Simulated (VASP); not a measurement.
# Si63P (a cell with a defect) in VASP: hyperfine couplings with PBE

Aim: the hyperfine couplings of Si63P (a cell with a defect) with PBE.

All numbers are computed with VASP 6.6.1; they aren't measurements. Logs are shortened: lines on timing, memory, paths and dates and some standing lists are left out, and cuts for length are marked.

## (1) The crystal as given

The cell holds a defect, 64 atoms: a = 10.985 Å, b = 10.985 Å, c = 10.767 Å, α = 90.00°, β = 90.00°, γ = 90.00°.

The cell was built by a generator and needn't be a form met in nature.

## (2) Hyperfine couplings, PBE, collinear spin, ferromagnetic start

Input file INCAR:

```
SYSTEM = Si63P
PREC = Accurate
ENCUT = 350
EDIFF = 1E-7
ISMEAR = 0
SIGMA = 0.02
LREAL = .FALSE.
LASPH = .TRUE.
NELM = 150
ALGO = Normal
ISIF = 2
LWAVE = .FALSE.
LCHARG = .FALSE.
ISPIN = 2
MAGMOM = 0.5 0 0 0 0 0 0 0 0 0 0 0 0 0 0 0 0 0 0 0 0 0 0 0 0 0 0 0 0 0 0 0 0 0 0 0 0 0 0 0 0 0 0 0 0 0 0 0 0 0 0 0 0 0 0 0 0 0 0 0 0 0 0 0
LORBIT = 11
NUPDOWN = 1
GGA = PE
LHYPERFINE = .TRUE.
```

Input file KPOINTS:

```
regular mesh
0
G
  1 1 1
  0 0 0
```

Input file POSCAR:

```
Si63P
1.0
   10.9847406000      0.0000000000      0.0000000000
    0.0000000000     10.9847406000      0.0000000000
    0.0000000000      0.0000000000     10.7672442600
P Si
1 63
Direct
    0.0000000000      0.0000000000      0.0000000000
    0.0000000000      0.2500000000      0.2500000000
    0.2500000000      0.0000000000      0.2500000000
    0.2500000000      0.2500000000      0.0000000000
    0.1250000000      0.1250000000      0.1250000000
    0.1250000000      0.3750000000      0.3750000000
    0.3750000000      0.1250000000      0.3750000000
    0.3750000000      0.3750000000      0.1250000000
    0.0000000000      0.0000000000      0.5000000000
    0.0000000000      0.2500000000      0.7500000000
    0.2500000000      0.0000000000      0.7500000000
    0.2500000000      0.2500000000      0.5000000000
    0.1250000000      0.1250000000      0.6250000000
    0.1250000000      0.3750000000      0.8750000000
    0.3750000000      0.1250000000      0.8750000000
    0.3750000000      0.3750000000      0.6250000000
    0.0000000000      0.5000000000      0.0000000000
    0.0000000000      0.7500000000      0.2500000000
    0.2500000000      0.5000000000      0.2500000000
    0.2500000000      0.7500000000      0.0000000000
    0.1250000000      0.6250000000      0.1250000000
    0.1250000000      0.8750000000      0.3750000000
    0.3750000000      0.6250000000      0.3750000000
    0.3750000000      0.8750000000      0.1250000000
    0.0000000000      0.5000000000      0.5000000000
    0.0000000000      0.7500000000      0.7500000000
    0.2500000000      0.5000000000      0.7500000000
    0.2500000000      0.7500000000      0.5000000000
    0.1250000000      0.6250000000      0.6250000000
    0.1250000000      0.8750000000      0.8750000000
    0.3750000000      0.6250000000      0.8750000000
    0.3750000000      0.8750000000      0.6250000000
    0.5000000000      0.0000000000      0.0000000000
    0.5000000000      0.2500000000      0.2500000000
    0.7500000000      0.0000000000      0.2500000000
    0.7500000000      0.2500000000      0.0000000000
    0.6250000000      0.1250000000      0.1250000000
    0.6250000000      0.3750000000      0.3750000000
    0.8750000000      0.1250000000      0.3750000000
    0.8750000000      0.3750000000      0.1250000000
    0.5000000000      0.0000000000      0.5000000000
    0.5000000000      0.2500000000      0.7500000000
    0.7500000000      0.0000000000      0.7500000000
    0.7500000000      0.2500000000      0.5000000000
    0.6250000000      0.1250000000      0.6250000000
    0.6250000000      0.3750000000      0.8750000000
    0.8750000000      0.1250000000      0.8750000000
    0.8750000000      0.3750000000      0.6250000000
    0.5000000000      0.5000000000      0.0000000000
    0.5000000000      0.7500000000      0.2500000000
    0.7500000000      0.5000000000      0.2500000000
    0.7500000000      0.7500000000      0.0000000000
    0.6250000000      0.6250000000      0.1250000000
    0.6250000000      0.8750000000      0.3750000000
    0.8750000000      0.6250000000      0.3750000000
    0.8750000000      0.8750000000      0.1250000000
    0.5000000000      0.5000000000      0.5000000000
    0.5000000000      0.7500000000      0.7500000000
    0.7500000000      0.5000000000      0.7500000000
    0.7500000000      0.7500000000      0.5000000000
    0.6250000000      0.6250000000      0.6250000000
    0.6250000000      0.8750000000      0.8750000000
    0.8750000000      0.6250000000      0.8750000000
    0.8750000000      0.8750000000      0.6250000000
```

Potentials or basis: VASP PAW PBE potentials, release 64 (P, Si).

Run with:

```
cat potpaw_PBE.64/P/POTCAR potpaw_PBE.64/Si/POTCAR > POTCAR
mpirun -np 1 vasp_std > vasp.out
```

OUTCAR:

```text
SYSTEM = Si63P
   PREC = Accurate
   ENCUT = 350
   EDIFF = 1E-7
   ISMEAR = 0
   LREAL = .FALSE.
   LASPH = .TRUE.
   NELM = 150
   ISIF = 2
   ISPIN = 2
   LORBIT = 11
   NUPDOWN = 1
   GGA = PE

 ion  position               nearest neighbor table
   1  0.000  0.000  0.000-   5 2.36  30 2.36  47 2.36  56 2.36
   2  0.000  0.250  0.250-   5 2.36   6 2.36  39 2.36  40 2.36
   3  0.250  0.000  0.250-   5 2.36   7 2.36  22 2.36  24 2.36
   4  0.250  0.250  0.000-   5 2.36   8 2.36  14 2.36  15 2.36
   5  0.125  0.125  0.125-   1 2.36   2 2.36   3 2.36   4 2.36
   6  0.125  0.375  0.375-   2 2.36  12 2.36  19 2.36  25 2.36
[... 56 lines left out ...]
  63  0.875  0.625  0.875-  17 2.36  26 2.36  52 2.36  59 2.36
  64  0.875  0.875  0.625-   9 2.36  26 2.36  43 2.36  60 2.36

  LATTYP: Found a simple tetragonal cell.
 ALAT       =    10.9847406000
 C/A-ratio  =     0.9802001387

  Lattice vectors:

 A1 = (  10.9847406000,   0.0000000000,   0.0000000000)
 A2 = (   0.0000000000,  10.9847406000,   0.0000000000)
 A3 = (   0.0000000000,   0.0000000000,  10.7672442600)

Analysis of symmetry for initial positions (statically):
=====================================================================
 Subroutine PRICEL returns:
 Original cell was already a primitive cell.

 Routine SETGRP: Setting up the symmetry group for a
 simple tetragonal supercell.

 Subroutine GETGRP returns: Found  8 space group operations
 (whereof  8 operations were pure point group operations)
 out of a pool of 16 trial point group operations.

The static configuration has the point symmetry D_2d.

Analysis of symmetry for dynamics (positions and initial velocities):
=====================================================================
 Subroutine PRICEL returns:
 Original cell was already a primitive cell.

 Routine SETGRP: Setting up the symmetry group for a
 simple tetragonal supercell.

 Subroutine GETGRP returns: Found  8 space group operations
 (whereof  8 operations were pure point group operations)
 out of a pool of 16 trial point group operations.

The dynamic configuration has the point symmetry D_2d.

Analysis of structural, dynamic, and magnetic symmetry:
=====================================================================
 Subroutine PRICEL returns:
 Original cell was already a primitive cell.

 Routine SETGRP: Setting up the symmetry group for a
 simple tetragonal supercell.

 Subroutine GETGRP returns: Found  8 space group operations
 (whereof  8 operations were pure point group operations)
 out of a pool of 16 trial point group operations.

The overall configuration has the point symmetry D_2d.

 Subroutine INISYM returns: Found  8 space group operations
 (whereof  8 operations are pure point group operations),
 and found     1 'primitive' translations

----------------------------------------------------------------------------------------

                                     Primitive cell

  volume of cell :    1299.2244

  direct lattice vectors                    reciprocal lattice vectors
    10.984740600  0.000000000  0.000000000     0.091035377  0.000000000  0.000000000
     0.000000000 10.984740600  0.000000000     0.000000000  0.091035377  0.000000000
     0.000000000  0.000000000 10.767244260     0.000000000  0.000000000  0.092874275

  length of vectors
    10.984740600 10.984740600 10.767244260     0.091035377  0.091035377  0.092874275

[... 233 lines left out ...]
 cond. band min:       6.3039489625   @ k =   0.0000   0.0000   0.0000
 fundamental gap:      0.1203069403
 Fermi energy:         6.2475702785

 spin component 1

 k-point     1 :       0.0000    0.0000    0.0000
  band No.  band energies     occupation
      1      -6.6924      1.00000
      2      -5.9049      1.00000
      3      -5.0960      1.00000
      4      -5.0960      1.00000
      5      -5.0702      1.00000
      6      -5.0621      1.00000
[... 132 lines left out ...]
    139       6.8471      0.00000
    140       6.9156      0.00000
 Fermi energy:         5.9157989752

 spin component 2

 k-point     1 :       0.0000    0.0000    0.0000
  band No.  band energies     occupation
      1      -6.6569      1.00000
      2      -5.8892      1.00000
      3      -5.0756      1.00000
      4      -5.0756      1.00000
      5      -5.0612      1.00000
      6      -5.0448      1.00000
[... 132 lines left out ...]
    139       6.8808      0.00000
    140       6.9321      0.00000
 [bands above 140 left out]

------------------------ aborting loop because EDIFF is reached ----------------------------------------

  FORCE on cell =-STRESS in cart. coord.  units (eV):
  Direction    XX          YY          ZZ          XY          YZ          ZX
  --------------------------------------------------------------------------------------
  -------------------------------------------------------------------------------------
  Total        4.5236681      4.5236681     15.2844475      0.0000000     -0.0000000      0.0000000
  in kB        5.5784962      5.5784962     18.8484720      0.0000000     -0.0000000      0.0000000
  external PRESSURE =      10.0018215 kB  Pullay stress =       0.0000000 kB

 VOLUME and BASIS-vectors are now :
 -----------------------------------------------------------------------------
  energy-cutoff  :      350.00
  volume of cell :     1299.22
      direct lattice vectors                 reciprocal lattice vectors
    10.984740600  0.000000000  0.000000000     0.091035377  0.000000000  0.000000000
     0.000000000 10.984740600  0.000000000     0.000000000  0.091035377  0.000000000
     0.000000000  0.000000000 10.767244260     0.000000000  0.000000000  0.092874275

 POSITION                                       TOTAL-FORCE (eV/Angst)
 -----------------------------------------------------------------------------------
      0.00000      0.00000      0.00000        -0.000000      0.000000      0.000000
      0.00000      2.74619      2.69181        -0.136324     -0.059492     -0.077696
      2.74619      0.00000      2.69181        -0.059492     -0.136324     -0.077696
      2.74619      2.74619      0.00000        -0.053994     -0.053994     -0.102205
      1.37309      1.37309      1.34591         0.153633      0.153633      0.040274
      1.37309      4.11928      4.03772         0.167274     -0.118920     -0.059466
[... 56 lines left out ...]
      9.61165      6.86546      9.42134        -0.042968      0.047046     -0.015146
      9.61165      9.61165      6.72953        -0.047381     -0.047381     -0.000110
 -----------------------------------------------------------------------------------
    total drift:                                0.000000      0.000000      0.000000

  FREE ENERGIE OF THE ION-ELECTRON SYSTEM (eV)
  ---------------------------------------------------
  free  energy   TOTEN  =      -340.1989059423 eV

  energy  without entropy=     -340.1989055299  energy(sigma->0) =     -340.19890574

 Fermi contact (isotropic) hyperfine coupling parameter (MHz)
 -------------------------------------------------------------
  ion      A_pw      A_1PS     A_1AE     A_1c      A_tot
 -------------------------------------------------------------
   1       0.006     0.014    47.520     0.646    47.511
   2       0.002     0.002     0.544     0.014     0.544
   3       0.002     0.002     0.544     0.014     0.544
   4       0.003     0.003     0.001     0.007     0.001
   5      -0.028    -0.027     0.691    -0.050     0.690
   6      -0.003    -0.003     0.616     0.005     0.615
[... 56 lines left out ...]
  63      -0.004    -0.004     0.438    -0.001     0.438
  64      -0.003    -0.003     0.218    -0.003     0.218
 -------------------------------------------------------------

 Dipolar hyperfine coupling parameters (MHz)
 ---------------------------------------------------------------------
  ion      A_xx      A_yy      A_zz      A_xy      A_xz      A_yz
 ---------------------------------------------------------------------
   1      -0.123    -0.123     0.247    -0.000     0.000     0.000
   2      -0.029    -0.011     0.040     0.033     0.035     0.011
   3      -0.011    -0.029     0.040     0.033     0.011     0.035
   4      -0.048    -0.048     0.097    -0.022     0.003     0.003
   5      -0.151    -0.151     0.303     0.305     0.558     0.558
   6       0.049    -0.059     0.010    -0.006    -0.121    -0.001
[... 56 lines left out ...]
  63      -0.053    -0.061     0.114    -0.051     0.111    -0.087
  64      -0.033    -0.033     0.066     0.062    -0.086    -0.086
 ---------------------------------------------------------------------

 Total hyperfine coupling parameters after diagonalization (MHz)
 (convention: |A_zz| > |A_xx| > |A_yy|)
 ----------------------------------------------------------------------
  ion      A_xx      A_yy      A_zz     asymmetry (A_yy - A_xx)/ A_zz
 ----------------------------------------------------------------------
   1      47.388    47.388    47.758      -0.000
   2       0.541     0.484     0.606      -0.093
   3       0.541     0.484     0.606      -0.093
   4      -0.069    -0.026     0.097       0.443
   5       0.234     0.126     1.711      -0.064
   6       0.557     0.522     0.767      -0.045
[... 56 lines left out ...]
  63       0.342     0.327     0.646      -0.024
  64       0.142     0.123     0.389      -0.049
 ---------------------------------------------------------------------

 total charge

# of ion       s       p       d       tot
------------------------------------------
    1        1.033   1.476   0.000   2.509
    2        0.738   0.950   0.000   1.688
    3        0.738   0.950   0.000   1.688
    4        0.737   0.949   0.000   1.686
    5        0.740   0.915   0.000   1.656
    6        0.737   0.950   0.000   1.687
[... 56 lines left out ...]
   63        0.737   0.952   0.000   1.689
   64        0.737   0.952   0.000   1.689
--------------------------------------------------
tot         47.534  61.207   0.000 108.740

 magnetization (x)

# of ion       s       p       d       tot
------------------------------------------
    1        0.031  -0.001   0.000   0.031
    2        0.000  -0.001   0.000  -0.001
    3        0.000  -0.001   0.000  -0.001
    4       -0.000  -0.001   0.000  -0.001
    5        0.001   0.013   0.000   0.014
    6        0.001   0.001   0.000   0.002
[... 56 lines left out ...]
   63        0.000   0.002   0.000   0.002
   64        0.000   0.001   0.000   0.002
--------------------------------------------------
tot          0.106   0.066   0.000   0.172
```

Wall time 20 min (1 thread of AMD EPYC 9R45 (Zen 5), shared host); peak memory 1 GiB.

Results:

| Item | Value |
| --- | --- |
| Free energy | -340.1989 eV |
| Pressure | 1.0 GPa |
| Largest force | 0.221 eV/Å |
| Net moment | 1.00 μB per cell |
| Site moments | P +0.03; Si -0.00, +0.01, +0.00 μB |
| Valence electrons inside the program's atomic spheres | P 2.51; Si 1.69, 1.66 |

Forces on the atoms (eV/Å):
```
P    0.000  0.000  0.000
Si  -0.136 -0.059 -0.078
Si  -0.059 -0.136 -0.078
Si  -0.054 -0.054 -0.102
Si   0.154  0.154  0.040
Si   0.167 -0.119 -0.059
Si  -0.119  0.167 -0.059
Si  -0.084 -0.084  0.129
Si   0.000  0.000  0.000
Si   0.136 -0.059  0.078
Si  -0.059  0.136  0.078
Si  -0.009 -0.009 -0.018
Si   0.047  0.047  0.000
Si   0.043 -0.047 -0.015
Si  -0.047  0.043 -0.015
Si  -0.025 -0.025  0.015
Si   0.000  0.000  0.000
Si   0.136  0.059 -0.078
Si   0.005 -0.015 -0.031
Si  -0.054  0.054  0.102
Si   0.043  0.047  0.015
Si   0.047 -0.047  0.000
Si  -0.025  0.025 -0.015
Si  -0.047 -0.043  0.015
Si   0.000  0.000  0.000
Si  -0.136  0.059  0.078
Si   0.005  0.015  0.031
Si  -0.009  0.009  0.018
Si   0.167  0.119  0.059
Si   0.154 -0.154 -0.040
Si  -0.084  0.084 -0.129
Si  -0.119 -0.167  0.059
Si   0.000  0.000  0.000
Si  -0.015  0.005 -0.031
Si   0.059  0.136 -0.078
Si   0.054 -0.054  0.102
Si   0.047  0.043  0.015
Si   0.025 -0.025 -0.015
Si  -0.047  0.047  0.000
Si  -0.043 -0.047  0.015
Si   0.000  0.000  0.000
Si   0.015  0.005  0.031
Si   0.059 -0.136  0.078
Si   0.009 -0.009  0.018
Si   0.119  0.167  0.059
Si   0.084 -0.084 -0.129
Si  -0.154  0.154 -0.040
Si  -0.167 -0.119  0.059
Si   0.000  0.000  0.000
Si   0.015 -0.005 -0.031
Si  -0.005  0.015 -0.031
Si   0.054  0.054 -0.102
Si   0.084  0.084  0.129
Si   0.119 -0.167 -0.059
Si  -0.167  0.119 -0.059
Si  -0.154 -0.154  0.040
Si   0.000  0.000  0.000
Si  -0.015 -0.005  0.031
Si  -0.005 -0.015  0.031
Si   0.009  0.009 -0.018
Si   0.025  0.025  0.015
Si   0.047 -0.043 -0.015
Si  -0.043  0.047 -0.015
Si  -0.047 -0.047  0.000
```

Hyperfine coupling, principal values (MHz):
```csv
atom,values
1 P,"47.4, 47.4, 47.8"
2 Si,"0.5, 0.5, 0.6"
3 Si,"0.5, 0.5, 0.6"
4 Si,"-0.1, 0.0, 0.1"
5 Si,"0.2, 0.1, 1.7"
6 Si,"0.6, 0.5, 0.8"
7 Si,"0.6, 0.5, 0.8"
8 Si,"0.3, 0.2, 0.7"
9 Si,"2.4, 2.4, 2.5"
10 Si,"0.5, 0.5, 0.6"
11 Si,"0.5, 0.5, 0.6"
12 Si,"-0.4, -0.4, -0.4"
13 Si,"0.1, 0.1, 0.4"
14 Si,"0.3, 0.3, 0.6"
15 Si,"0.3, 0.3, 0.6"
16 Si,"-0.1, 0.0, -0.1"
17 Si,"2.8, 2.8, 2.8"
18 Si,"0.5, 0.5, 0.6"
19 Si,"1.7, 1.7, 1.8"
20 Si,"-0.1, 0.0, 0.1"
21 Si,"0.3, 0.3, 0.6"
22 Si,"0.1, 0.1, 0.4"
23 Si,"-0.1, 0.0, -0.1"
24 Si,"0.3, 0.3, 0.6"
25 Si,"13.7, 13.6, 13.7"
26 Si,"0.5, 0.5, 0.6"
27 Si,"1.7, 1.7, 1.8"
28 Si,"-0.4, -0.4, -0.4"
29 Si,"0.6, 0.5, 0.8"
30 Si,"0.2, 0.1, 1.7"
31 Si,"0.3, 0.2, 0.7"
32 Si,"0.6, 0.5, 0.8"
33 Si,"2.8, 2.8, 2.8"
34 Si,"1.7, 1.7, 1.8"
35 Si,"0.5, 0.5, 0.6"
36 Si,"-0.1, 0.0, 0.1"
37 Si,"0.3, 0.3, 0.6"
38 Si,"-0.1, 0.0, -0.1"
39 Si,"0.1, 0.1, 0.4"
40 Si,"0.3, 0.3, 0.6"
41 Si,"13.7, 13.6, 13.7"
42 Si,"1.7, 1.7, 1.8"
43 Si,"0.5, 0.5, 0.6"
44 Si,"-0.4, -0.4, -0.4"
45 Si,"0.6, 0.5, 0.8"
46 Si,"0.3, 0.2, 0.7"
47 Si,"0.2, 0.1, 1.7"
48 Si,"0.6, 0.5, 0.8"
49 Si,"15.3, 15.3, 15.6"
50 Si,"1.7, 1.7, 1.8"
51 Si,"1.7, 1.7, 1.8"
52 Si,"-0.1, 0.0, 0.1"
53 Si,"0.3, 0.2, 0.7"
54 Si,"0.6, 0.5, 0.8"
55 Si,"0.6, 0.5, 0.8"
56 Si,"0.2, 0.1, 1.7"
57 Si,"1.9, 1.9, 2.0"
58 Si,"1.7, 1.7, 1.8"
59 Si,"1.7, 1.7, 1.8"
60 Si,"-0.4, -0.4, -0.4"
61 Si,"-0.1, 0.0, -0.1"
62 Si,"0.3, 0.3, 0.6"
63 Si,"0.3, 0.3, 0.6"
64 Si,"0.1, 0.1, 0.4"
```

Caveat: the total moment is fixed, so each spin has its own Fermi level.
